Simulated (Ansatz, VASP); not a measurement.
# Cross-check of BiAs between VASP and Ansatz

Wanted: the spread between two codes on one cell, functional and k mesh. The cell is generated by rule, not measured, and may not be a known phase. The cell is taken from a series of runs on this material, whose earlier steps may have relaxed, scaled, displaced or heated it; both programs get it as it stands.

Calculated with Ansatz 0.2.0; plane waves, with VASP 6.6.1 beside it; relaxation of cell and atoms at PBEsol.

## Step 1: The starting structure

It takes space group P6_3mc (No. 186, hexagonal). Conventional cell: a = 4.978 Å, b = 4.978 Å, c = 6.244 Å, α = 90.00°, β = 90.00°, γ = 120.00°. Bi has 4 As at 2.78 to 2.89 Å nearest. As has 4 Bi at 2.78 to 2.89 Å nearest. Farther neighbours are not listed.

## Step 2: VASP: relaxation of cell and atoms, PBEsol, pair 1

The relaxed volume is the usual yardstick between codes: in a stiff, nearly cubic crystal its relative difference is about their pressure difference at one cell divided by the bulk modulus.

Lines of VASP's logs that name or quote its potential files are left out, and so is its time.

File INCAR:

```
SYSTEM = BiAs
PREC = Accurate
ENCUT = 500
EDIFF = 1E-07
NELM = 120
ISMEAR = 0
SIGMA = 0.1
LREAL = .FALSE.
ALGO = Normal
GGA = PS
NBANDS = 26
LORBIT = 11
LWAVE = .FALSE.
LCHARG = .FALSE.
ISIF = 3
IBRION = 2
NSW = 80
EDIFFG = -0.005
LASPH = .TRUE.
GGA_COMPAT = .FALSE.
NELMIN = 4
KPAR = 2
```

File POSCAR:

```
BiAs
1.0
    4.9778710000      0.0000000000      0.0000000000
   -2.4889350000      4.3109630000      0.0000000000
    0.0000000000      0.0000000000      6.2437990000
Bi As
2 2
Direct
    0.3333332277      0.6666665893      0.9644865250
    0.6666665714      0.3333334107      0.4644866050
    0.3333332277      0.6666665893      0.4105133750
    0.6666665714      0.3333334107      0.9105132949
```

File KPOINTS:

```
Automatic mesh
0
Gamma
9 9 6
0 0 0
```

The projector-augmented-wave data sets are Bi_d and As (PBE family, release 64).

On the command line:

```
> mpirun -np 2 vasp_std
```

Numbers of over 12 decimals in the logs are rounded to 6 here.

Log:

```text
[banner, memory and clock lines left out]
running    2 mpi-ranks, on    1 nodes
 distrk:  each k-point on    1 cores,    2 groups
 distr:  one band on    1 cores,    1 groups

 POSCAR found type information on POSCAR BiAs
 POSCAR found :  2 types and       4 ions
|                                                                             |
|               ----> ADVICE to this user running VASP <----                  |
|                                                                             |
|     You enforced a specific xc type in the INCAR file but a different       |
|     [... a line on the potential file left out ...]
|     I HOPE YOU KNOW WHAT YOU ARE DOING!                                     |
|                                                                             |

 LDA part: xc-table for (Slater+PW92), standard interpolation
 POSCAR, INCAR and KPOINTS ok, starting setup
 FFT: planning ... GRIDC
 FFT: planning ... GRID_SOFT
 FFT: planning ... GRID
 WAVECAR not read
 entering main loop
       N       E                     dE             d eps       ncg     rms          rms(c)
DAV:   1     0.370073486800E+03    0.37007E+03   -0.19355E+04  2512   0.152E+03
DAV:   2     0.191372265558E+02   -0.35094E+03   -0.34541E+03  2636   0.395E+02
DAV:   3    -0.172397833094E+02   -0.36377E+02   -0.35668E+02  3180   0.145E+02
DAV:   4    -0.186298476961E+02   -0.13901E+01   -0.13860E+01  2834   0.301E+01
DAV:   5    -0.186874166642E+02   -0.57569E-01   -0.57558E-01  3532   0.605E+00    0.341E+00
DAV:   6    -0.182966337037E+02    0.39078E+00   -0.13766E+00  2962   0.518E+00    0.175E+00
DAV:   7    -0.182928489140E+02    0.37848E-02   -0.20246E-01  2856   0.174E+00    0.943E-01
DAV:   8    -0.182883584661E+02    0.44904E-02   -0.39272E-02  2910   0.120E+00    0.185E-01
DAV:   9    -0.182869495310E+02    0.14089E-02   -0.10946E-02  2840   0.578E-01    0.728E-02
DAV:  10    -0.182871466657E+02   -0.19713E-03   -0.10741E-03  3314   0.147E-01    0.442E-02
DAV:  11    -0.182872947568E+02   -0.14809E-03   -0.42897E-04  2730   0.110E-01    0.124E-02
DAV:  12    -0.182872927114E+02    0.20455E-05   -0.40180E-05  2976   0.337E-02    0.904E-03
DAV:  13    -0.182872945390E+02   -0.18277E-05   -0.98354E-06  2342   0.127E-02    0.400E-03
DAV:  14    -0.182872948390E+02   -0.30004E-06   -0.86094E-07  3012   0.634E-03    0.303E-03
DAV:  15    -0.182872951466E+02   -0.30753E-06   -0.46759E-07  2164   0.418E-03    0.148E-03
DAV:  16    -0.182872951767E+02   -0.30135E-07   -0.62286E-08  1396   0.160E-03
   1 F= -.18287295E+02 E0= -.18285221E+02  d E =-.182873E+02
[...]
2 F= -.18287440E+02 E0= -.18285353E+02  d E =-.145040E-03
[...]
3 F= -.18287448E+02 E0= -.18285363E+02  d E =-.152514E-03
[...]
4 F= -.18287488E+02 E0= -.18285412E+02  d E =-.401515E-04
[...]
5 F= -.18287573E+02 E0= -.18285521E+02  d E =-.125425E-03
[...]
6 F= -.18287587E+02 E0= -.18285580E+02  d E =-.139545E-03
 curvature:  -2.69 expect dE=-0.298E-04 dE for cont linesearch -0.126E-04
 ZBRENT: bracketing found
 ZBRENT: interpolating
 opt :   7.2086  next Energy=   -18.287606 (dE=-0.158E-03)
 bond charge predicted
       N       E                     dE             d eps       ncg     rms          rms(c)
DAV:   1    -0.182878173114E+02   -0.23016E-03   -0.52078E-02  3136   0.139E+00    0.807E-02
DAV:   2    -0.182876949215E+02    0.12239E-03   -0.15403E-03  3014   0.340E-01    0.464E-02
DAV:   3    -0.182876021120E+02    0.92809E-04   -0.38734E-04  3188   0.217E-01    0.926E-03
DAV:   4    -0.182876063103E+02   -0.41982E-05   -0.55330E-05  2788   0.710E-02    0.547E-03
DAV:   5    -0.182876066979E+02   -0.38763E-06   -0.39746E-06  3398   0.180E-02    0.163E-03
DAV:   6    -0.182876067318E+02   -0.33903E-07   -0.46368E-07  2126   0.500E-03
   7 F= -.18287607E+02 E0= -.18285580E+02  d E =-.159041E-03
 curvature:  -3.97 expect dE=-0.639E-05 dE for cont linesearch -0.596E-07
 trial: gam= 0.04209 g(F)=  0.261E-06 g(S)=  0.135E-05 ort =-0.868E-06 (trialstep = 0.221E+01)
 search vector abs. value=  0.163E-05
 reached required accuracy - stopping structural energy minimisation
```

Parts of OUTCAR (step 2):

```text
ion  position               nearest neighbor table
   1  0.333  0.667  0.964-   3 2.78   4 2.89   4 2.89   4 2.89
   2  0.667  0.333  0.464-   4 2.78   3 2.89   3 2.89   3 2.89
   3  0.333  0.667  0.411-   1 2.78   2 2.89   2 2.89   2 2.89
   4  0.667  0.333  0.911-   2 2.78   1 2.89   1 2.89   1 2.89

  LATTYP: Found a hexagonal cell.
 ALAT       =     4.9778710000
 C/A-ratio  =     1.2543111302

 Subroutine GETGRP returns: Found 12 space group operations
 (whereof  6 operations were pure point group operations)

The static configuration has the point symmetry C_3v.
 The point group associated with its full space group is C_6v.

 Found     48 irreducible k-points:

   k-points           NKPTS =     48   k-points in BZ     NKDIM =     48   number of bands    NBANDS=     26

   dimension x,y,z NGX =    36 NGY =   36 NGZ =   48
   dimension x,y,z NGXF=    72 NGYF=   72 NGZF=   96

   ENCUT  =  500.0 eV  36.75 Ry    6.06 a.u.   9.08  9.08 11.38*2*pi/ulx,y,z

   NELECT =      40.0000    total number of electrons

 k-points in reciprocal lattice and weights: Automatic mesh
   0.00000000  0.00000000  0.00000000       0.002
   0.11111111 -0.00000000  0.00000000       0.012
   0.22222222  0.00000000  0.00000000       0.012
   0.33333333 -0.00000000  0.00000000       0.012
   0.44444444  0.00000000  0.00000000       0.012
   0.11111111  0.11111111  0.00000000       0.012
   0.22222222  0.11111111  0.00000000       0.025
   0.33333333  0.11111111  0.00000000       0.025
   0.44444444  0.11111111  0.00000000       0.012
[...]
0.33333333  0.22222222  0.50000000       0.025
   0.33333333  0.33333333  0.50000000       0.004

 average (electrostatic) potential at core
       1-106.5608       2-106.5609       3 -50.1016       4 -50.1016

 E-fermi :   4.5960

 k-point     1 :       0.0000    0.0000    0.0000
  band No.  band energies     occupation
    ...
     16       0.8764      2.00000
     17       0.8764      2.00000
     18       2.6537      2.00000
     19       2.6537      2.00000
     20       2.6694      2.00000
     21       4.6465      0.47505
     22       4.6465      0.47495
     23       6.8282      0.00000
     24       6.8283      0.00000
     25       7.5566      0.00000
    ...

 k-point     2 :       0.1111   -0.0000    0.0000
  band No.  band energies     occupation
    ...
     17       1.1461      2.00000
     18       2.4931      2.00000
     19       2.5456      2.00000
     20       2.8657      2.00000
     21       4.6197      0.73722
     22       4.9094      0.00001
     23       6.8006      0.00000
     24       7.0925      0.00000
     25       7.6048      0.00000
     26       8.5267      0.00000

 k-point     3 :       0.2222    0.0000    0.0000
  band No.  band energies     occupation
    ...
     16       0.4843      2.00000
     17       1.5594      2.00000
     18       2.0941      2.00000
     19       2.3039      2.00000
     20       3.2839      2.00000
     21       4.7825      0.00834
     22       5.5684      0.00000
     23       6.8969      0.00000
     24       7.7427      0.00000
     25       7.7727      0.00000
    ...

  Total        0.0046434      0.0046434      0.0083043      0.0000000     -0.0000000      0.0000000
  in kB        0.0553884      0.0553884      0.0990558      0.0000000     -0.0000000      0.0000000
  external PRESSURE =       0.0699442 kB  Pullay stress =       0.0000000 kB

  energy-cutoff  :      500.00
  volume of cell :      134.32
      direct lattice vectors                 reciprocal lattice vectors
     4.979492484  0.000000000  0.000000000     0.200823679  0.115945575  0.000000000
    -2.489745742  4.312367247  0.000000000    -0.000000000  0.231891196  0.000000000
     0.000000000 -0.000000000  6.255048088    -0.000000000 -0.000000000  0.159870873

 POSITION                                       TOTAL-FORCE (eV/Angst)
 -----------------------------------------------------------------------------------
      0.00000      2.87491      6.03903         0.000000     -0.000000     -0.001162
      2.48975      1.43746      2.91151        -0.000000      0.000000     -0.001162
      0.00000      2.87491      2.56166        -0.000000     -0.000000      0.001162
      2.48975      1.43746      5.68918         0.000000      0.000000      0.001162
 -----------------------------------------------------------------------------------
    total drift:                                0.001161     -0.000099     -0.001604

  FREE ENERGIE OF THE ION-ELECTRON SYSTEM (eV)
  ---------------------------------------------------
  free  energy   TOTEN  =       -18.2876067318 eV

  energy  without entropy=      -18.2835538878  energy(sigma->0) =      -18.28558031

 reached required accuracy - stopping structural energy minimisation

 total charge
# of ion       s       p       d       tot
------------------------------------------
    1        1.562   1.255   9.930  12.747
    2        1.562   1.255   9.930  12.747
    3        1.294   1.401   0.022   2.717
    4        1.294   1.401   0.022   2.717
--------------------------------------------------
tot          5.711   5.312  19.904  30.927

[... 3 further parts left out ...]
```

CONTCAR:

```
BiAs
   1.00000000000000
     4.9794924840835728    0.0000000001867668    0.0000000000000000
    -2.4897457417171727    4.3123672465650422    0.0000000000000000
     0.0000000000000000   -0.0000000000000000    6.2550480882646413
  Bi              As
     2     2
Direct
     0.3333332277000025    0.6666665893000001    0.9654654733396277
     0.6666665714000004    0.3333334106999999    0.4654655533396274
     0.3333332277000025    0.6666665893000001    0.4095344266603709
     0.6666665714000004    0.3333334106999999    0.9095343465603698
```

## Step 3: Ansatz: relaxation of cell and atoms, PBEsol, pair 1

Ansatz runs on its default PAW (the set named soft_2) files.

The same cell, functional, mesh and smearing now go to Ansatz, which takes its cutoff from its data sets.

File input.yaml:

```yaml
crystal:
  lattice:
    - [4.9778707423, 0.0, 0.0]
    - [-2.4889353712, 4.3109625196, 0.0]
    - [0.0, 0.0, 6.2437987764]
  atoms:
    - { symbol: Bi, position: [0.3333333333, 0.6666666667, -0.0355134061] }
    - { symbol: Bi, position: [0.6666666667, 0.3333333333, 0.4644865939] }
    - { symbol: As, position: [0.3333333333, 0.6666666667, 0.4105134061] }
    - { symbol: As, position: [0.6666666667, 0.3333333333, 0.9105134061] }
kpoints:
  mp_grid: { grid: [9, 9, 6] }
hamiltonian:
  xc: pbesol
scf:
  occupations: { method: gaussian, width: 0.1 }
output:
  forces: true
  stress: true
  eigenvalues: true
  write_density: true
  write_potential: true
  elf: true
  volumetric_format: npy
relax:
  adjacent_minimum: "off"
  f_tol: 0.005
  max_steps: 80
  cell: { stress_tol: 0.05 }
```

On the command line:

```
> ansatz run input.yaml --threads 4 --pin off --max-ram 7168MiB --backend cpu --events-out ev --progress --plain --runs-dir out
```

Log:

```text
Engine: ansatz 0.2.0, aarch64-unknown-linux-gnu
Pseudopotentials: kind: paw
Pseudopotential: Bi, paw, valence charge 15, recommended cutoff 420 eV (normal), Bi.paw.azcp
Pseudopotential: As, paw, valence charge 15, recommended cutoff 420 eV (normal), As.paw.azcp
Functional definition: PBEsol
  exchange = pbesol_x
  correlation = pbesol_c
Crystal: 4 atoms, lattice volume = 133.988 Å³
Basis set: ecut = 420 eV, 2667 PW (Γ), exchange–correlation on 72×72×90 points (8 copies of the dense FFT grid, shifted against one another)
Bands: 36, of which v1, the nominal top of the filled ones, is band 30 counted from 1 (29 counted from 0)
Symmetry: 12 space group operations
Space group: P63mc (ITA 186), of the structure as read, at distance tolerance 5.1e-5 Å
k-points: 48 of 486 (time reversal used)
Non-local potential: Bi, projectors of the file, l = 0: 2, l = 1: 2, l = 2: 2, l = 3: 2
Non-local potential: As, projectors of the file, l = 0: 2, l = 1: 2, l = 2: 3, l = 3: 1
PAW form: soft (Blöchl's): semilocal exchange-correlation on the pseudo side does not see the compensation charge
PAW frozen core: Bi, regenerated for the run's functional, and the local potential with it (the file was generated under x = pbe(κ = 0.804, μ = 0.219515), c = pbe(β = 0.066725))
PAW frozen core: As, regenerated for the run's functional, and the local potential with it (the file was generated under x = pbe(κ = 0.804, μ = 0.219515), c = pbe(β = 0.066725))
PAW one-centre angular grid: Bi, 590 points (default); XC on 64 Gauss nodes
PAW one-centre angular grid: As, 590 points (default); XC on 64 Gauss nodes
Initial density: superposition of atomic densities (neutral atoms: chi_scale 0, normalization atom), corrected by the library's trained network
Initial wavefunctions: pseudopotential atomic-orbital guess
Functional: x = pbesol(κ = 0.804, μ = 0.123457), c = pbesol(β = 0.046)
SCF iter   1: F=—  HF=-34109.510845 eV  |F-HF|=—  |Δ(HF+E_count)|=         —  Δρ=1.87e-3  dr2=4.92e-3  ethr=1.77e-3  ⟨swp⟩=6.5  Hψ=7027  notcnv=0
preconditioner: auto → LDOS  [metal: Δε(μ)=0.009 eV  Ē_g=8.350 eV  σ=0.100 eV  W_gap=0.05  n_scr=22 (ndim 8)  ℏωp=14.3 eV  f_vac=0.126  D(μ)=0.84/eV (n_scr^D=2)  β→1.0]
SCF iter   2: F=—  HF=-34109.509860 eV  |F-HF|=—  |Δ(HF+E_count)|=   9.85e-4  Δρ=9.57e-4  dr2=2.70e-3  ethr=8.20e-6  ⟨swp⟩=2.0  Hψ=3581  notcnv=0  defer=1
SCF iter   3: F=—  HF=-34109.508943 eV  |F-HF|=—  |Δ(HF+E_count)|=   9.18e-4  Δρ=2.79e-4  dr2=2.14e-4  ethr=4.51e-6  ⟨swp⟩=2.0  Hψ=3114  notcnv=0  defer=1
SCF iter   4: F=—  HF=-34109.508879 eV  |F-HF|=—  |Δ(HF+E_count)|=   6.36e-5  Δρ=5.03e-5  dr2=4.67e-6  ethr=3.57e-7  ⟨swp⟩=2.0  Hψ=3116  notcnv=0  defer=1
SCF iter   5: F=—  HF=-34109.508881 eV  |F-HF|=—  |Δ(HF+E_count)|=   2.38e-6  Δρ=1.62e-5  dr2=4.54e-7  ethr=7.78e-9  ⟨swp⟩=2.0  Hψ=2640  notcnv=0  defer=1
SCF iter   6: F=-34109.508881 eV  HF=-34109.508881 eV  |F-HF|=1.58e-9  |Δ(HF+E_count)|=   1.09e-7  Δρ=3.09e-6  dr2=1.45e-8  ethr=1.67e-10  ⟨swp⟩=12.8  Hψ=14398  notcnv=0
SCF 1 converged in 6 iterations: F = -34109.508881 eV  dr2 = 1.45e-8
  greatest PAW one-centre occupation: 0.999 electrons in one spin orbital (limit 2), on the As atom at site 2 (counted from 0), in its partial waves of l = 2
relax step   1: F+E_penalty+E_count = -34109.50888119 eV  Δ(F+E_penalty+E_count) = +0.000e0 eV  max|allowed force component| = 3.864e-2 eV/Å  Δτ_max = 0.0000 Å  P = -0.017 GPa  Ω = 133.988 Å³  (6 SCF iters, dr2 threshold 1.00e-7 eV, accepted)
[...]
relax step   2: F+E_penalty+E_count = -34109.50921747 eV  Δ(F+E_penalty+E_count) = -3.363e-4 eV  max|allowed force component| = 1.125e-2 eV/Å  Δτ_max = 0.0061 Å  P = +0.032 GPa  Ω = 134.114 Å³  energy of the carried Pulay correction = -1.705e-5 eV  (4 SCF iters, dr2 threshold 9.33e-8 eV, accepted)
[...]
relax step   3: F+E_penalty+E_count = -34109.50929436 eV  Δ(F+E_penalty+E_count) = -7.689e-5 eV  max|allowed force component| = 2.102e-4 eV/Å  Δτ_max = 0.0006 Å  P = +0.002 GPa  Ω = 134.231 Å³  energy of the carried Pulay correction = -3.281e-5 eV  (4 SCF iters, dr2 threshold 5.75e-8 eV, accepted)
[...]
relax step   4: F+E_penalty+E_count = -34109.50932721 eV  Δ(F+E_penalty+E_count) = -3.285e-5 eV  max|allowed force component| = 2.141e-4 eV/Å  Δτ_max = 0.0000 Å  P = +0.002 GPa  Ω = 134.231 Å³  stress off target by 1.52e-2 GPa  SCF on the basis re-selected at this cell (its energy is not comparable with the rows above)  (5 SCF iters)
basis re-selected at this cell: Δ(F+E_penalty+E_count) = -3.285e-5 eV, ΔP = -0.000 GPa vs the last step (what re-selecting the basis moved, of the pressure what is left beyond the Pulay correction that the steps carried, after the strain that the cell walked since its last selection, with what the two solves' SCF thresholds leave and, on support functions, any second-order correction that the steps lacked; it is no m [...]
SCF converged after 5 iterations
Free energy (F): -34109.509327 eV
Harris-Foulkes:  -34109.509327 eV  (|F-HF|=2.91e-11)
Internal energy: -34109.505288 eV  (E = F + TS)
E sigma→0 (E₀):  -34109.507308 eV
Entropy (-TS):   -0.004039 eV (-1.010 meV/atom)
Fermi energy:    8.073006 eV
--- Per-component energies (eV) ---
  E_band       = -818.519984
  E_kinetic    = 809.600744
  E_local      = -7635.497937  (includes V_loc(G=0)·N_el)
  E_nonlocal   = -213.089208
  E_hartree    = 3387.707914
  E_xc         = -457.468655
  E_vxc        = -445.870686  (∫ρ·V_xc dr)
  E_paw        = -24602.799005  (= ΣΔE_a)
  E_vpaw       = -109.077944  (= ΣTr[D̂ρ^β])
  E_aug_tail   = -0.000899  (compensation charges beyond the density's cutoff)
  E_ewald      = -5400.070603
  E_core_change = 2.112362  (= ΣΔE_core)
  E_smearing   = -0.004039  (= −TS)
  E_closure    = 0.000000  (closes the sum)
  Σ components = -34109.509327   (vs F -34109.509327, Δ=0.00e0)
--- Forces (eV/Å), atoms counted from 1 ---
  atom   1  Bi     0.00000000    -0.00000000     0.00021409
  atom   2  Bi    -0.00000000     0.00000000     0.00021409
  atom   3  As     0.00000000    -0.00000000    -0.00021421
  atom   4  As    -0.00000000     0.00000000    -0.00021421
  max |Σ_I F_I| component: 2.53e-7 eV/Å
--- Stress (GPa, compression-positive) ---
       -0.004924      -0.000000      -0.000000
       -0.000000      -0.004924       0.000000
       -0.000000       0.000000       0.015183
  P = ⅓ Tr σ = 0.0018 GPa (0.018 kbar)
--- Band table (eV; the first three rows and the last of 48) ---
  k-point 0: bands = [... 26 lower, 4.3526, 6.1302, 6.1302, 6.1431, 8.1244, 8.1244, 10.3075, 10.3075, ... 2 higher]
  k-point 1: bands = [... 26 lower, 4.4408, 5.9563, 5.9563, 6.5248, 8.2407, 8.2407, 9.9918, 10.0772, ... 2 higher]
  k-point 2: bands = [... 26 lower, 4.6962, 5.5475, 5.5475, 6.9401, 8.5538, 8.5538, 8.9040, 9.5637, ... 2 higher]
  k-point 47: bands = [... 26 lower, 6.2095, 6.2095, 7.5447, 7.5447, 8.6385, 8.6385, 9.1653, 9.1653, ... 2 higher]
--- Relaxed structure (3 steps of the walk, 3 accepted, 1 SCFs on fresh bases) ---
  F+E_penalty+E_count = -34109.50932721 eV   max|allowed force component| = 2.141e-4 eV/Å   (the final SCF, on the basis selected at the relaxed cell)
  cell:  # Å, volume = 134.2305 Å³
    - [4.978724, 2.8872541938554365e-11, 0]
    - [-2.489362, 4.311701, 0]
    - [0, 0, 6.252946]
  atoms:
    - { symbol: Bi, position: [0.333333, 0.666667, -0.034436] }
    - { symbol: Bi, position: [0.666667, 0.333333, 0.465564] }
    - { symbol: As, position: [0.333333, 0.666667, 0.409436] }
    - { symbol: As, position: [0.666667, 0.333333, 0.909436] }
```

## Step 4: Differences

Known differences besides the potentials themselves: the data sets hold 60 valence electrons in Ansatz (on its default PAW (the set named soft_2) files) and 40 in VASP; the cutoff is 420 eV in Ansatz and 500 eV in VASP; Ansatz makes its cores anew for this functional, VASP keeps those of its PBE data sets; Ansatz adds a Pulay correction to the stress that steers its cell, VASP none. Total energies have different zeros and are not compared.

Both answers:

| quantity | Ansatz | VASP | difference |
| --- | --- | --- | --- |
| volume (Å³) | 134.23 | 134.32 | -0.06 % |
| edge a after relaxation, in the typed setting (Å) | 4.979 | 4.979 | -0.02 % |
| edge c after relaxation, in the typed setting (Å) | 6.253 | 6.255 | -0.03 % |

(Continued in part 2 of 2.)

[Lines on the potential files, build, host, timing and source positions are cut from VASP's logs without a mark.]

[Logs are printed without paths, hosts, clocks, repeated set-up lines and the standing remarks that a program may print on its own settings, such as how far it seeks lower states.]

[Hosts, paths, dates, database ids (printed as entryN), source tags and the programs' standing remarks are cut or masked in the printed files.]
